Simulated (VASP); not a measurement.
VASP input:

**POSCAR**
```
TiAl
1
    2.8400192257     0.0000000000     0.0000000000
    0.0000000000     2.8400192257     0.0000000000
    0.0000000000     0.0000000000     4.0864583406
Ti Al
1 1
Direct
  0.0000000000   0.0000000000   0.0000000000
  0.5000000000   0.5000000000   0.5000000000
```

**KPOINTS**
```
Automatic mesh
0
Gamma
 13 13 9
```

**INCAR**
```
SYSTEM = TiAl
PREC = Accurate
ENCUT = 520
EDIFF = 1E-7
NELM = 100
ALGO = Normal
LREAL = .FALSE.
LASPH = .TRUE.
ISMEAR = 1
SIGMA = 0.1
GGA = MK
PARAM1 = 0.1234
PARAM2 = 1.0
LUSE_VDW = .TRUE.
AGGAC = 0.0
LMAXMIX = 4
LWAVE = .FALSE.
LCHARG = .FALSE.
ISIF = 4
IBRION = 2
NSW = 30
EDIFFG = -0.01
```

POTCAR, in this order: Ti_sv Al (PBE.64 set). Program: vasp_std.

Translate this optB86b-vdW calculation to Quantum ESPRESSO's pw.x.

One equivalent input (not run):
```
&CONTROL
  calculation = 'vc-relax'
  pseudo_dir = './pseudo'
  outdir = './out'
  tprnfor = .true.
  tstress = .true.
  nstep = 30
  forc_conv_thr = 0.00039
/
&SYSTEM
  ibrav = 0
  nat = 2
  ntyp = 2
  ecutwfc = 84
  occupations = 'smearing'
  smearing = 'methfessel-paxton'
  degauss = 0.00735
  input_dft = 'vdw-df-ob86'
/
&ELECTRONS
  conv_thr = 7.3e-09
  electron_maxstep = 100
/
&IONS
/
&CELL
  cell_dofree = 'shape'
/
ATOMIC_SPECIES
  Ti 47.867 Ti.upf
  Al 26.982 Al.upf
CELL_PARAMETERS angstrom
     2.8400192    0.0000000    0.0000000
     0.0000000    2.8400192    0.0000000
     0.0000000    0.0000000    4.0864583
ATOMIC_POSITIONS crystal
  Ti   0.0000000  0.0000000  0.0000000
  Al   0.5000000  0.5000000  0.5000000
K_POINTS automatic
  13 13 9 0 0 0
```
Limits of the translation: the potentials are each code's own (VASP's PAW set, PseudoDojo norm-conserving files in pw.x), so ENCUT and ecutwfc are chosen apart and not converted; conv_thr bounds pw.x's estimated SCF error, while EDIFF bounds the energy change between steps; forc_conv_thr acts on force components and is met together with etot_conv_thr.

The compound is TiAl in the L1_0 structure. This cell is one point of a volume scan, at 1.03 of the reference volume. Symmetry was kept, so distortions that lower it aren't found.
